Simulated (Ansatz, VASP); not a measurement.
# SnI2 in two plane-wave programs, part 2 of 2

One calculation is typed for both programs; each brings its own data sets and cutoff. How far apart do they land? The cell is generated by rule, not measured, and may not be a known phase. The cell is taken from a series of VASP runs on this material, whose earlier steps may have relaxed, scaled or displaced it; both programs get it as it stands.

VASP 6.6.1 and Ansatz 0.2.0.

So far: The starting structure; Ansatz: band structure, HSE06.

**3. VASP: band structure, HSE06**

Level of this step: HSE06; plane waves and PAW (Sn_d, I); invented cell (VASP).

The same cell, functional, mesh and smearing now go to VASP, with its own data sets and cutoff.

Lines of VASP's logs that name or quote its potential files are left out, and so is its time.

The run reads the wave functions of an earlier VASP run, which isn't shown here.

INCAR

```
SYSTEM = SnI2
PREC = Accurate
ENCUT = 400
EDIFF = 1E-06
NELM = 100
ISMEAR = 0
SIGMA = 0.02
LREAL = .FALSE.
ALGO = Normal
LHFCALC = .TRUE.
AEXX = 0.25
GGA = PE
HFSCREEN = 0.2
LASPH = .TRUE.
NBANDS = 20
PRECFOCK = Fast
LORBIT = 11
LWAVE = .FALSE.
LCHARG = .FALSE.
KPAR = 4
ISIF = 2
```

POSCAR

```
SnI2
1.0
    0.0000000000      3.7828000000      3.7828000000
    3.7828000000      0.0000000000      3.7828000000
    3.7828000000      3.7828000000      0.0000000000
Sn I
1 2
Direct
    0.0000000000      0.0000000000      0.0000000000
    0.2500000000      0.2500000000      0.2500000000
    0.7500000000      0.7500000000      0.7500000000
```

KPOINTS

```
Automatic mesh
0
Gamma
4 4 4
0 0 0
```

KPOINTS_OPT

```
Line mode
8
Line-mode
Reciprocal
  0.00000000   0.00000000   0.00000000 GAMMA
  0.50000000   0.00000000   0.50000000 X

  0.50000000   0.00000000   0.50000000 X
  0.50000000   0.25000000   0.75000000 W

  0.50000000   0.25000000   0.75000000 W
  0.37500000   0.37500000   0.75000000 K

  0.37500000   0.37500000   0.75000000 K
  0.00000000   0.00000000   0.00000000 GAMMA

  0.00000000   0.00000000   0.00000000 GAMMA
  0.50000000   0.50000000   0.50000000 L

  0.50000000   0.50000000   0.50000000 L
  0.62500000   0.25000000   0.62500000 U

  0.62500000   0.25000000   0.62500000 U
  0.50000000   0.25000000   0.75000000 W

  0.50000000   0.25000000   0.75000000 W
  0.50000000   0.50000000   0.50000000 L

  0.50000000   0.50000000   0.50000000 L
  0.37500000   0.37500000   0.75000000 K

  0.62500000   0.25000000   0.62500000 U
  0.50000000   0.00000000   0.50000000 X
```

PAW data sets: Sn_d and I (PBE family, release 64).

The run is started by

```
mpirun -np 4 vasp_std
```

Numbers of over 12 decimals in the logs are rounded to 6 here.

The log of the run:

```text
[banner, memory and clock lines left out]
running    4 mpi-ranks, on    1 nodes
 distrk:  each k-point on    1 cores,    4 groups
 distr:  one band on    1 cores,    1 groups

 POSCAR found type information on POSCAR SnI
 POSCAR found :  2 types and       3 ions
 LDA part: xc-table for (Slater+PW92), standard interpolation
 found WAVECAR, reading the header
 POSCAR, INCAR and KPOINTS ok, starting setup
 FFT: planning ... GRIDC
 FFT: planning ... GRID_SOFT
 FFT: planning ... GRID
 reading WAVECAR
 the WAVECAR file was read successfully
 initial charge from wavefunction
 entering main loop
       N       E                     dE             d eps       ncg     rms          rms(c)
DAV:   1    -0.970398484789E+01   -0.97040E+01   -0.92396E-01   328   0.702E+00    0.485E+00
DAV:   2    -0.971002549413E+01   -0.60406E-02   -0.46971E-02   328   0.133E+00    0.300E+00
DAV:   3    -0.970644856166E+01    0.35769E-02   -0.60475E-03   400   0.417E-01    0.178E+00
DAV:   4    -0.970566194782E+01    0.78661E-03   -0.19668E-03   336   0.222E-01    0.107E+00
DAV:   5    -0.970548111046E+01    0.18084E-03   -0.35218E-04   364   0.112E-01    0.639E-01
DAV:   6    -0.970541208203E+01    0.69028E-04   -0.57525E-05   356   0.544E-02    0.373E-01
DAV:   7    -0.970538890098E+01    0.23181E-04   -0.17467E-05   376   0.287E-02    0.211E-01
DAV:   8    -0.970538232378E+01    0.65772E-05   -0.58458E-06   380   0.155E-02    0.117E-01
DAV:   9    -0.970538115655E+01    0.11672E-05   -0.18288E-06   288   0.865E-03    0.662E-02
DAV:  10    -0.970538104613E+01    0.11043E-06   -0.66616E-07   172   0.556E-03
   1 F= -.97053810E+01 E0= -.97053810E+01  d E =-.308777E-28
 Start KPOINTS_OPT (optional k-point list driver)
k-point batch [1-8\80]
       N       E                     dE             ncg
DAV:   1     0.114254145867E+03   -0.25529E+04      344
DAV:   2    -0.151347665217E+04   -0.16277E+04      360
DAV:   3    -0.171807627107E+04   -0.20460E+03      364
DAV:   4    -0.172873411509E+04   -0.10658E+02      348
DAV:   5    -0.172910478529E+04   -0.37067E+00      392
DAV:   6    -0.172911902650E+04   -0.14241E-01      404
DAV:   7    -0.172911933481E+04   -0.30831E-03      424
DAV:   8    -0.172911934174E+04   -0.69352E-05      352
DAV:   9    -0.172911934199E+04   -0.25174E-06      212
[...]
k-point batch [73-80\80]
       N       E                     dE             ncg
DAV:   1     0.178153469377E+03   -0.51130E+04      320
DAV:   2    -0.148709502678E+04   -0.16652E+04      344
DAV:   3    -0.171188351265E+04   -0.22479E+03      372
DAV:   4    -0.172746788343E+04   -0.15584E+02      376
DAV:   5    -0.172796701127E+04   -0.49913E+00      444
DAV:   6    -0.172797602474E+04   -0.90135E-02      396
DAV:   7    -0.172797628144E+04   -0.25670E-03      456
DAV:   8    -0.172797628489E+04   -0.34463E-05      324
DAV:   9    -0.172797628498E+04   -0.97401E-07      224
```

Parts of OUTCAR (step 3):

```text
ion  position               nearest neighbor table
   1  0.000  0.000  0.000-   3 3.28   3 3.28   3 3.28   2 3.28   3 3.28   2 3.28   2 3.28   2 3.28

  LATTYP: Found a face centered cubic cell.
 ALAT       =     7.5656000000

 Subroutine GETGRP returns: Found 48 space group operations
 (whereof 48 operations were pure point group operations)

The static configuration has the point symmetry O_h .

 Found      8 irreducible k-points:

   k-points           NKPTS =      8   k-points in BZ     NKDIM =     64   number of bands    NBANDS=     20

   dimension x,y,z NGX =    36 NGY =   36 NGZ =   36
   dimension x,y,z NGXF=    72 NGYF=   72 NGZF=   72

   ENCUT  =  400.0 eV  29.40 Ry    5.42 a.u.   8.72  8.72  8.72*2*pi/ulx,y,z

   NELECT =      28.0000    total number of electrons

 k-points in reciprocal lattice and weights: Automatic mesh
   0.00000000  0.00000000  0.00000000       0.016
   0.25000000  0.00000000  0.00000000       0.125
   0.50000000  0.00000000  0.00000000       0.062
   0.25000000  0.25000000  0.00000000       0.094
   0.50000000  0.25000000  0.00000000       0.375
  -0.25000000  0.25000000  0.00000000       0.188
   0.50000000  0.50000000  0.00000000       0.047
  -0.25000000  0.50000000  0.25000000       0.094

  exchange ACFDT corr.  =         0.00000000  see jH, gK, PRB 81, 115126

 average (electrostatic) potential at core
       1 -96.6260       2 -87.2554       3 -87.2554

 E-fermi :   4.0254

 k-point     1 :       0.0000    0.0000    0.0000
  band No.  band energies     occupation
    ...
     10       0.8203      2.00000
     11       0.8203      2.00000
     12       2.1971      2.00000
     13       2.1971      2.00000
     14       2.1971      2.00000
     15       6.1854      0.00000
     16       6.1854      0.00000
     17       6.1854      0.00000
     18      10.0569      0.00000
     19      10.0569      0.00000
    ...

 k-point     2 :       0.2500    0.0000    0.0000
  band No.  band energies     occupation
    ...
     10       0.7600      2.00000
     11       0.7663      2.00000
     12       1.9040      2.00000
     13       1.9040      2.00000
     14       3.4283      2.00000
     15       6.7924      0.00000
     16       6.7924      0.00000
     17       6.9377      0.00000
     18      11.1612      0.00000
     19      11.1612      0.00000
    ...

 k-point     3 :       0.5000    0.0000    0.0000
  band No.  band energies     occupation
    ...
     10       0.7515      2.00000
     11       0.9674      2.00000
     12       1.5771      2.00000
     13       1.5771      2.00000
     14       3.8299      2.00000
     15       7.7214      0.00000
     16       7.7214      0.00000
     17       8.7216      0.00000
     18      10.8761      0.00000
     19      11.5957      0.00000
    ...

  Total        2.1646384      2.1646384      2.1646384     -0.0000000     -0.0000000      0.0000000
  in kB       32.0350799     32.0350799     32.0350799     -0.0000000     -0.0000000      0.0000000
  external PRESSURE =      32.0350799 kB  Pullay stress =       0.0000000 kB

  energy-cutoff  :      400.00
  volume of cell :      108.26
      direct lattice vectors                 reciprocal lattice vectors
     0.000000000  3.782800000  3.782800000    -0.132177223  0.132177223  0.132177223
     3.782800000  0.000000000  3.782800000     0.132177223 -0.132177223  0.132177223
     3.782800000  3.782800000  0.000000000     0.132177223  0.132177223 -0.132177223

 POSITION                                       TOTAL-FORCE (eV/Angst)
 -----------------------------------------------------------------------------------
      0.00000      0.00000      0.00000         0.000000      0.000000      0.000000
      1.89140      1.89140      1.89140        -0.000000     -0.000000     -0.000000
      5.67420      5.67420      5.67420         0.000000      0.000000      0.000000
 -----------------------------------------------------------------------------------
    total drift:                               -0.000000     -0.000001     -0.000002

  FREE ENERGIE OF THE ION-ELECTRON SYSTEM (eV)
  ---------------------------------------------------
  free  energy   TOTEN  =        -9.7053810461 eV

  energy  without entropy=       -9.7053810461  energy(sigma->0) =       -9.70538105

 total charge
# of ion       s       p       d       tot
------------------------------------------
    1        1.489   0.497   9.984  11.971
    2        1.517   2.864   0.018   4.398
    3        1.517   2.864   0.018   4.398
--------------------------------------------------
tot          4.523   6.225  10.019  20.767

[... 3 further parts left out ...]
```

The k-mesh is coarse for exact exchange; levels may shift by about 0.1 eV on a finer one.

**4. Comparison**

Known differences besides the potentials themselves: exact exchange at q = 0 is treated differently, which shows on coarse meshes; VASP keeps PBE cores, Ansatz makes them for the functional; the data sets hold 48 valence electrons in Ansatz (default PAW (the set named soft_2) files) and 28 in VASP; the cutoff is 420 eV in Ansatz and 400 eV in VASP; VASP takes a coarser grid for exact exchange (PRECFOCK = Fast). Total energies have different zeros and are not compared.

The two programs side by side:

| quantity | Ansatz | VASP | difference |
| --- | --- | --- | --- |
| pressure (GPa) | 3.26 | 3.20 | +0.06 |
| gap over the path points (eV) | 2.020 | 2.025 | -0.005 |

Levels at points of the path, from each program's valence-band top (eV; 4 filled, then empty):

| k (reciprocal lattice) | Ansatz | VASP |
| --- | --- | --- |
| 0.000 0.000 0.000 | -3.05 -1.68 -1.68 -1.68 2.30 2.30 2.30 | -3.05 -1.68 -1.68 -1.68 2.31 2.31 2.31 |
| 0.214 0.000 0.214 | -2.07 -1.51 -1.13 -1.13 2.02 3.33 3.33 | -2.07 -1.51 -1.13 -1.13 2.02 3.34 3.34 |
| 0.500 0.000 0.500 | -1.71 -0.46 -0.46 0.00 2.64 4.81 4.81 | -1.70 -0.46 -0.46 0.00 2.63 4.82 4.82 |
| 0.500 0.214 0.714 | -2.46 -1.17 -0.31 -0.17 3.69 3.95 4.33 | -2.46 -1.16 -0.31 -0.17 3.70 3.95 4.33 |
| 0.411 0.339 0.750 | -1.81 -1.16 -0.78 -0.16 3.89 3.94 4.33 | -1.81 -1.15 -0.78 -0.16 3.89 3.95 4.34 |
| 0.161 0.161 0.321 | -2.60 -2.53 -1.05 -0.73 2.70 2.85 3.47 | -2.60 -2.53 -1.05 -0.73 2.71 2.85 3.48 |
| 0.214 0.214 0.214 | -3.11 -1.90 -1.90 -0.60 2.75 2.75 2.80 | -3.10 -1.90 -1.90 -0.60 2.76 2.76 2.81 |
| 0.554 0.393 0.554 | -2.65 -1.79 -1.29 -0.35 3.89 3.94 4.57 | -2.65 -1.79 -1.29 -0.35 3.90 3.95 4.57 |
| 0.589 0.250 0.661 | -1.81 -1.16 -0.78 -0.16 3.89 3.94 4.33 | -1.81 -1.15 -0.78 -0.16 3.89 3.95 4.34 |
| 0.500 0.286 0.714 | -2.88 -1.09 -0.38 -0.27 3.66 4.15 4.18 | -2.88 -1.08 -0.38 -0.27 3.67 4.15 4.18 |

Among the levels compared at these points, filled levels agree within 6 meV and empty ones within 11 meV. Ansatz's pressure holds a Pulay correction of 0.03 GPa; VASP's holds none.

**5. Outcome**

```yaml
difference_in_gap_over_the_path_points_band_structure_hse06: -0.0048 eV
```

What this shows: The difference in gap over the path points is -0.0048 eV (band structure, HSE06), within the 0.08 eV picked in this series as the mark of a large difference. How closely two codes agree says nothing of how well the functional describes the real material.

[Lines on the potential files, build, host, timing and source positions are cut from VASP's logs without a mark.]

[Logs are printed without paths, hosts, clocks, repeated set-up lines and the standing remarks that a program may print on its own settings, such as how far it seeks lower states.]

[Hosts, paths, dates, database ids (printed as entryN), source tags and the programs' standing remarks are cut or masked in the printed files.]
